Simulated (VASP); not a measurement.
**ZnCdSO: structure and properties in VASP**

What structure does ZnCdSO take at this level, and what are its properties? The steps: rough relaxation of the start cell, full relaxation (r2SCAN), density, ELF and potential (r2SCAN), band structure (r2SCAN), density of states (r2SCAN), band structure (HSE06), volume scan with r2SCAN and fit for r2SCAN. The cell is invented: it takes the structure of a Materials Project entry for ZnCdSeS (space group 156 there), with some of its atoms replaced by other elements, volume scaled by an estimate. It may not be a known or stable phase.

Method: r2SCAN; plane waves and PAW (Cd, Zn, S, O), in the first sound run; inputs show where later runs differ, in VASP 6.6.1.

### Step 1. The starting structure

Before any relaxation, the start is as follows. The structure is trigonal, space group P3m1 (No. 156). Conventional cell: a = 3.775 Å, b = 3.775 Å, c = 6.275 Å, α = 90.00°, β = 90.00°, γ = 120.00°. Nearest to Cd lie 1 S at 2.35 Å and 3 O at 2.41 Å. Nearest to Zn lie 3 S at 2.26 Å and 1 O at 2.28 Å. Nearest to S lie 3 Zn at 2.26 Å and 1 Cd at 2.35 Å. Nearest to O lie 1 Zn at 2.28 Å and 3 Cd at 2.41 Å. It derives from ZnCdSeS. it takes the structure of a Materials Project entry for ZnCdSeS (space group 156 there), with some of its atoms replaced by other elements, volume scaled by an estimate. Farther neighbours and most contacts between anions are not listed.

### Step 2. Rough relaxation of the start cell

The start is only an estimate, so a cheap relaxation brings it near a minimum before any careful run. r2SCAN adds the kinetic-energy density, costs more than a GGA and is run with LASPH.

INCAR

```
SYSTEM = ZnCdSO
PREC = Normal
ENCUT = 520
EDIFF = 1E-05
NELM = 60
ISMEAR = 0
SIGMA = 0.05
LREAL = .FALSE.
ALGO = Normal
METAGGA = R2SCAN
LASPH = .TRUE.
NBANDS = 24
LORBIT = 11
LWAVE = .FALSE.
LCHARG = .FALSE.
KPAR = 2
IBRION = 2
NSW = 40
ISIF = 3
EDIFFG = -0.04
```

POSCAR

```
ZnCdSO
1.0
    3.7750460000      0.0000000000      0.0000000000
   -1.8875230000      3.2692860000      0.0000000000
    0.0000000000      0.0000000000      6.2749960000
Cd Zn S O
1 1 1 1
Direct
    0.0000000000      0.0000000000      0.5169700000
    0.3333333300      0.6666666700      0.9895030000
    0.0000000000      0.0000000000      0.8919620000
    0.3333333300      0.6666666700      0.3535650000
```

KPOINTS

```
Automatic mesh
0
Gamma
5 5 3
0 0 0
```

PAW data sets: Cd, Zn, S and O (PBE family, release 64).

The run is started by

```console
mpirun -np 2 vasp_std
```

Log:

```text
[banner, memory and clock lines left out]
running    2 mpi-ranks, on    1 nodes
 distrk:  each k-point on    1 cores,    2 groups
 distr:  one band on    1 cores,    1 groups

 POSCAR found type information on POSCAR CdZnS O
 POSCAR found :  4 types and       4 ions
|                                                                             |
|               ----> ADVICE to this user running VASP <----                  |
|                                                                             |
|     You enforced a specific xc type in the INCAR file but a different       |
|     [... a line on the potential file left out ...]
|     I HOPE YOU KNOW WHAT YOU ARE DOING!                                     |
|                                                                             |

 LDA part: xc-table for (None), standard interpolation
 POSCAR, INCAR and KPOINTS ok, starting setup
 FFT: planning ... GRIDC
 FFT: planning ... GRID_SOFT
 FFT: planning ... GRID
 WAVECAR not read
 entering main loop
       N       E                     dE             d eps       ncg     rms          rms(c)
DAV:   1     0.242846335608E+03    0.24285E+03   -0.18212E+04   576   0.169E+03
DAV:   2    -0.341743894122E+02   -0.27702E+03   -0.26495E+03   640   0.394E+02
DAV:   3    -0.573767704646E+02   -0.23202E+02   -0.23019E+02   712   0.117E+02
DAV:   4    -0.577197680326E+02   -0.34300E+00   -0.34286E+00   632   0.152E+01
DAV:   5    -0.577239988208E+02   -0.42308E-02   -0.42306E-02   728   0.159E+00    0.121E+01
DAV:   6    -0.461842049834E+02    0.11540E+02   -0.95517E+00   768   0.734E+01    0.105E+01
DAV:   7    -0.464432328423E+02   -0.25903E+00   -0.30408E+00   576   0.153E+01    0.738E+00
DAV:   8    -0.465112629346E+02   -0.68030E-01   -0.98398E-01   576   0.978E+00    0.226E+00
DAV:   9    -0.464441328735E+02    0.67130E-01   -0.44492E-01   720   0.666E+00    0.759E-01
DAV:  10    -0.464422083219E+02    0.19246E-02   -0.35391E-02   584   0.194E+00    0.360E-01
DAV:  11    -0.464428288688E+02   -0.62055E-03   -0.10358E-02   576   0.705E-01    0.160E-01
DAV:  12    -0.464425882165E+02    0.24065E-03   -0.17517E-03   640   0.354E-01    0.566E-02
DAV:  13    -0.464427012564E+02   -0.11304E-03   -0.27130E-04   696   0.296E-01    0.716E-02
DAV:  14    -0.464426612665E+02    0.39990E-04   -0.11806E-04   680   0.146E-01    0.175E-02
DAV:  15    -0.464426586259E+02    0.26406E-05   -0.36431E-05   496   0.668E-02
   1 F= -.46442659E+02 E0= -.46442659E+02  d E =-.464427E+02
 curvature:   0.00 expect dE= 0.000E+00 dE for cont linesearch  0.000E+00
 trial: gam= 0.00000 g(F)=  0.827E+00 g(S)=  0.168E+00 ort = 0.000E+00 (trialstep = 0.100E+01)
 search vector abs. value=  0.994E+00
 bond charge predicted
       N       E                     dE             d eps       ncg     rms          rms(c)
DAV:   1    -0.484764533286E+02   -0.20338E+01   -0.35772E+02   576   0.129E+02    0.111E+01
DAV:   2    -0.473569987919E+02    0.11195E+01   -0.12213E+01   720   0.495E+01    0.438E+00
DAV:   3    -0.471780347125E+02    0.17896E+00   -0.12383E+00   680   0.182E+01    0.266E+00
DAV:   4    -0.471422317304E+02    0.35803E-01   -0.24614E-01   680   0.398E+00    0.184E+00
DAV:   5    -0.471344528118E+02    0.77789E-02   -0.63620E-02   784   0.252E+00    0.647E-01
DAV:   6    -0.471293608769E+02    0.50919E-02   -0.15711E-02   784   0.160E+00    0.297E-01
DAV:   7    -0.471296164788E+02   -0.25560E-03   -0.57683E-03   576   0.690E-01    0.191E-01
DAV:   8    -0.471294217948E+02    0.19468E-03   -0.12692E-03   792   0.337E-01    0.328E-02
DAV:   9    -0.471294355371E+02   -0.13742E-04   -0.16017E-04   584   0.963E-02    0.207E-02
DAV:  10    -0.471294330436E+02    0.24935E-05   -0.94922E-06   312   0.272E-02
   2 F= -.47129433E+02 E0= -.47129433E+02  d E =-.686774E+00
[... from here on, the cycles between the ionic steps are left out ...]
   3 F= -.47217521E+02 E0= -.47217521E+02  d E =-.774863E+00
   4 F= -.47231398E+02 E0= -.47231398E+02  d E =-.788740E+00
   5 F= -.47356717E+02 E0= -.47356717E+02  d E =-.125319E+00
   6 F= -.47372843E+02 E0= -.47372843E+02  d E =-.141445E+00
   7 F= -.47383981E+02 E0= -.47383981E+02  d E =-.111377E-01
   8 F= -.47385220E+02 E0= -.47385220E+02  d E =-.123772E-01
   9 F= -.47387954E+02 E0= -.47387954E+02  d E =-.273371E-02
  10 F= -.47388222E+02 E0= -.47388222E+02  d E =-.300171E-02
  11 F= -.47388237E+02 E0= -.47388237E+02  d E =-.301713E-02
  12 F= -.47388233E+02 E0= -.47388233E+02  d E =-.301235E-02
 curvature:  -0.59 expect dE=-0.252E-03 dE for cont linesearch -0.108E-05
 ZBRENT: accuracy reached
 trial: gam= 0.12149 g(F)=  0.237E-03 g(S)=  0.191E-03 ort = 0.917E-04 (trialstep = 0.108E+01)
 search vector abs. value=  0.518E-03
 bond charge predicted
       N       E                     dE             d eps       ncg     rms          rms(c)
DAV:   1    -0.473894637517E+02   -0.12314E-02   -0.19550E-01   576   0.346E+00    0.290E-01
DAV:   2    -0.473886852816E+02    0.77847E-03   -0.60761E-03   704   0.122E+00    0.108E-01
DAV:   3    -0.473885558903E+02    0.12939E-03   -0.32800E-04   616   0.207E-01    0.762E-02
DAV:   4    -0.473885203779E+02    0.35512E-04   -0.63142E-05   680   0.789E-02    0.324E-02
DAV:   5    -0.473885193100E+02    0.10680E-05   -0.88407E-06   304   0.378E-02
  13 F= -.47388519E+02 E0= -.47388519E+02  d E =-.286643E-03
 trial-energy change:   -0.000287  1 .order   -0.000317   -0.000476   -0.000158
 step:   1.6187(harm=  1.6187)  dis= 0.00368  next Energy=   -47.388588 (dE=-0.356E-03)
 reached required accuracy - stopping structural energy minimisation
```

It took 92 s on 2 MPI ranks of Intel Xeon 6975P-C (Granite Rapids), shared host; peak memory 0.33 GiB; 3 min of CPU time.

Lines that name or quote the potential files are left out of all logs, and their timing lines are given in words.

Parts of OUTCAR (step 2):

```text
ion  position               nearest neighbor table
   1  0.000  0.000  0.517-   3 2.35   4 2.41   4 2.41   4 2.41
   2  0.333  0.667  0.990-   3 2.26   3 2.26   3 2.26   4 2.28
   3  0.000  0.000  0.892-   2 2.26   2 2.26   2 2.26   1 2.35
   4  0.333  0.667  0.354-   2 2.28   1 2.41   1 2.41   1 2.41

  LATTYP: Found a hexagonal cell.
 ALAT       =     3.7750460000
 C/A-ratio  =     1.6622303410

 Subroutine GETGRP returns: Found  6 space group operations
 (whereof  6 operations were pure point group operations)

The static configuration has the point symmetry C_3v.

 Found     12 irreducible k-points:

   k-points           NKPTS =     12   k-points in BZ     NKDIM =     12   number of bands    NBANDS=     24

   dimension x,y,z NGX =    24 NGY =   24 NGZ =   36
   dimension x,y,z NGXF=    48 NGYF=   48 NGZF=   72

   ENCUT  =  520.0 eV  38.22 Ry    6.18 a.u.   7.02  7.02 11.67*2*pi/ulx,y,z

   NELECT =      36.0000    total number of electrons

 k-points in reciprocal lattice and weights: Automatic mesh
   0.00000000  0.00000000  0.00000000       0.013
   0.20000000  0.00000000  0.00000000       0.080
   0.40000000  0.00000000  0.00000000       0.080
   0.20000000  0.20000000  0.00000000       0.080
   0.40000000  0.20000000  0.00000000       0.080
   0.00000000  0.00000000  0.33333333       0.027
   0.20000000  0.00000000  0.33333333       0.080
   0.00000000  0.20000000  0.33333333       0.080
   0.40000000  0.00000000  0.33333333       0.080
   0.00000000  0.40000000  0.33333333       0.080
   0.20000000  0.20000000  0.33333333       0.160
   0.40000000  0.20000000  0.33333333       0.160

 average (electrostatic) potential at core
       1 -44.2864       2 -41.9405       3 -92.0710       4 -76.4386

 E-fermi :   1.5909

 k-point     1 :       0.0000    0.0000    0.0000
  band No.  band energies     occupation
    ...
     14       0.0318      2.00000
     15       0.0319      2.00000
     16       0.8053      2.00000
     17       1.2860      2.00000
     18       1.2861      2.00000
     19       1.9295      0.00000
     20       5.6829      0.00000
     21       9.1352      0.00000
     22       9.1354      0.00000
     23       9.6878      0.00000
    ...

 k-point     2 :       0.2000    0.0000    0.0000
  band No.  band energies     occupation
    ...
     14      -1.1346      2.00000
     15      -0.3635      2.00000
     16      -0.3379      2.00000
     17       0.5729      2.00000
     18       0.9268      2.00000
     19       3.3229      0.00000
     20       6.8118      0.00000
     21       8.4413      0.00000
     22       9.3283      0.00000
     23      10.1400      0.00000
    ...

 k-point     3 :       0.4000    0.0000    0.0000
  band No.  band energies     occupation
    ...
     14      -2.1885      2.00000
     15      -1.6606      2.00000
     16      -1.0067      2.00000
     17      -0.1324      2.00000
     18       0.4271      2.00000
     19       5.2530      0.00000
     20       6.2976      0.00000
     21       7.3094      0.00000
     22       8.3016      0.00000
     23      10.5284      0.00000
    ...

  Total       -0.0024152     -0.0024152     -0.0445065      0.0000000     -0.0000000      0.0000000
  in kB       -0.0537787     -0.0537787     -0.9910073      0.0000000     -0.0000000      0.0000000
  external PRESSURE =      -0.3661883 kB  Pullay stress =       0.0000000 kB

  energy-cutoff  :      520.00
  volume of cell :       71.95
      direct lattice vectors                 reciprocal lattice vectors
     3.736593002  0.000000000 -0.000000000     0.267623474  0.154512473 -0.000000000
    -1.868296501  3.235984717  0.000000000    -0.000000000  0.309024945 -0.000000000
     0.000000000  0.000000000  5.950792878     0.000000000 -0.000000000  0.168044834

 POSITION                                       TOTAL-FORCE (eV/Angst)
 -----------------------------------------------------------------------------------
      0.00000      0.00000      2.77574        -0.000000     -0.000000     -0.039854
     -0.00000      2.15732      0.18174         0.000000      0.000000      0.007354
      0.00000      0.00000      5.32594         0.000000      0.000000      0.022829
     -0.00000      2.15732      2.14237         0.000000      0.000000      0.009671
 -----------------------------------------------------------------------------------
    total drift:                                0.000031     -0.000025     -0.048201

  FREE ENERGIE OF THE ION-ELECTRON SYSTEM (eV)
  ---------------------------------------------------
  free  energy   TOTEN  =       -47.3885193100 eV

  energy  without entropy=      -47.3885193100  energy(sigma->0) =      -47.38851931

 reached required accuracy - stopping structural energy minimisation

 total charge
# of ion       s       p       d       tot
------------------------------------------
    1        0.341   0.261   9.627  10.229
    2        0.500   0.514   9.851  10.865
    3        1.305   2.477   0.000   3.782
    4        1.559   3.412   0.000   4.971
--------------------------------------------------
tot          3.706   6.664  19.478  29.848

[... 3 further parts left out ...]
```

CONTCAR:

```
ZnCdSO
   1.00000000000000
     3.7365930021715528    0.0000000000000000   -0.0000000000000000
    -1.8682965010857764    3.2359847172175566    0.0000000000000000
     0.0000000000000000    0.0000000000000000    5.9507928782152968
  Cd              Zn              S               O
     1     1     1     1
Direct
     0.0000000000000000    0.0000000000000000    0.4664489276348788
     0.3333333300000021    0.6666666699999979    0.0305405337661241
     0.0000000000000000    0.0000000000000000    0.8949961611554224
     0.3333333300000021    0.6666666699999979    0.3600143774435774
```

The gap is read on the k-mesh alone, so it is an upper bound where the band edges lie off the mesh. This relaxation is a rough one on cheap settings, only to bring the start near its minimum. The PAW data sets were made with PBE, which is usual practice but a small mismatch for other functionals. The run keeps the 6 symmetry operations of its start, so it cannot find a distortion of lower symmetry.

Relaxation path:

| step | energy less that of the first step (eV) | largest force (eV/Å) | pressure (GPa) | volume (Å³) |
| --- | --- | --- | --- | --- |
| 1 | 0.0000 | 3.3017 | -4.43 | 77.44 |
| 2 | -0.6868 | 1.8387 | 0.37 | 71.60 |
| 3 | -0.7749 | 0.9835 | 6.91 | 67.55 |
| 4 | -0.7887 | 1.2673 | 4.74 | 68.66 |
| 5 | -0.9141 | 0.9330 | 0.24 | 72.32 |
| 6 | -0.9302 | 0.5822 | 1.03 | 71.39 |
| 7 | -0.9413 | 0.1423 | -1.01 | 72.79 |
| 8 | -0.9426 | 0.1241 | -0.50 | 72.44 |
| 9 | -0.9453 | 0.0562 | -0.04 | 72.01 |
| 10 | -0.9456 | 0.0538 | 0.11 | 71.87 |
| 11 | -0.9456 | 0.0524 | 0.20 | 71.82 |
| 12 | -0.9456 | 0.0557 | 0.14 | 71.83 |
| 13 | -0.9459 | 0.0399 | -0.04 | 71.95 |

| conventional cell, symmetrised | before | after | change |
| --- | --- | --- | --- |
| a (Å) | 3.775 | 3.737 | -1.0 % |
| b (Å) | 3.775 | 3.737 | -1.0 % |
| c (Å) | 6.275 | 5.951 | -5.2 % |
| volume (Å³/atom) | 19.36 | 17.99 | -7.1 % |

The atoms that moved most (Å, as changes of fractional coordinates times the final cell):

| atom | dx | dy | dz | length |
| --- | --- | --- | --- | --- |
| Cd1 | 0.000 | 0.000 | -0.301 | 0.301 |
| Zn2 | 0.000 | 0.000 | 0.244 | 0.244 |
| O4 | 0.000 | 0.000 | 0.038 | 0.038 |
| S3 | 0.000 | 0.000 | 0.018 | 0.018 |

The relaxed structure:

```
Cd Zn S O
1.0
     3.73659    0.00000    0.00000
    -1.86830    3.23598    0.00000
     0.00000    0.00000    5.95079
Cd Zn S O
1 1 1 1
Direct
  0.00000 0.00000 0.46645
  0.33333 0.66667 0.03054
  0.00000 0.00000 0.89500
  0.33333 0.66667 0.36001
```

A gap read on the k-mesh alone can miss the band edges.

Numbers from this step:

```
electrons                       : 36
bands                           : 24
irreducible k-points            : 12
symmetry operations             : 6
free energy (TOTEN)             : -47.39 eV
Fermi energy                    : 1.591 eV
pressure                        : -0.03662 GPa
metallic                        : no
valence top at k                : 0, 0, 0
conduction bottom at k          : 0, 0, 0
least direct gap at k           : 0, 0, 0
SCF cycles over all ionic steps : 96
gap on the k-mesh               : 0.6434 eV
least direct gap on the k-mesh  : 0.6434 eV
```

It ends with a largest force of 0.040 eV/Å and a pressure of -0.04 GPa.

[end of part 1 of 5]

[Lines on the potential files, build, host, timing and source positions are cut from VASP's logs without a mark.]

[Logs are printed without paths, hosts, clocks, repeated set-up lines and the standing remarks that a program may print on its own settings, such as how far it seeks lower states.]

[Hosts, paths, dates, database ids (printed as entryN), source tags and the programs' standing remarks are cut or masked in the printed files.]

[A measured line is paired with the nearest computed mode of its activity, which favours agreement.]
